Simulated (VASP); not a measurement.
PdIn (CsCl type) is relaxed at rising pressure, each step from the one before. Symmetry mostly holds the structure type, and other phases were not tried. The mesh follows the cell, and a change of mesh leaves a small step in the series.

Here is the system:

```cif
data_InPd
_chemical_formula_sum 'In1 Pd1'
_space_group_name_H-M_alt 'P 1'
_space_group_IT_number 1
_cell_length_a 3.30636
_cell_length_b 3.30636
_cell_length_c 3.30636
_cell_angle_alpha 90.000
_cell_angle_beta 90.000
_cell_angle_gamma 90.000
loop_
_space_group_symop_operation_xyz
  'x, y, z'
loop_
_atom_site_label
_atom_site_type_symbol
_atom_site_fract_x
_atom_site_fract_y
_atom_site_fract_z
_atom_site_occupancy
In1 In 0.50000 0.50000 0.50000 1
Pd1 Pd 0.00000 0.00000 0.00000 1
```

Level of theory: PBE GGA, VASP's PBE PAW potentials (set 64) (plane waves; VASP). Settings: 500 eV cut-off, 11×11×11 Γ-centred mesh, first-order Methfessel-Paxton smearing of 0.10 eV, potentials In_d Pd.

Unless said otherwise, spin-orbit coupling is left out, though it shifts the bands of the heavy elements here.

```json
[
 {"P (GPa)": "0", "V (Å³/atom)": "18.07", "H − H(0) (eV/atom)": "0.000", "space group": "Pm-3m", "gap on the mesh (eV)": "0.00", "k-mesh": "11×11×11"},
 {"P (GPa)": "5", "V (Å³/atom)": "17.35", "H − H(0) (eV/atom)": "0.552", "space group": "Pm-3m", "gap on the mesh (eV)": "0.00", "k-mesh": "11×11×11"},
 {"P (GPa)": "10", "V (Å³/atom)": "16.80", "H − H(0) (eV/atom)": "1.085", "space group": "Pm-3m", "gap on the mesh (eV)": "0.00", "k-mesh": "11×11×11"},
 {"P (GPa)": "20", "V (Å³/atom)": "15.94", "H − H(0) (eV/atom)": "2.108", "space group": "Pm-3m", "gap on the mesh (eV)": "0.00", "k-mesh": "12×12×12"},
 {"P (GPa)": "30", "V (Å³/atom)": "15.29", "H − H(0) (eV/atom)": "3.082", "space group": "Pm-3m", "gap on the mesh (eV)": "0.00", "k-mesh": "12×12×12"},
 {"P (GPa)": "45", "V (Å³/atom)": "14.53", "H − H(0) (eV/atom)": "4.476", "space group": "Pm-3m", "gap on the mesh (eV)": "0.00", "k-mesh": "12×12×12"}
]
```

Pressures at which the relaxation failed are left out.

The compound is PdIn in the CsCl type structure. The electron count is odd and the run is not spin-polarised, which forces a metal.
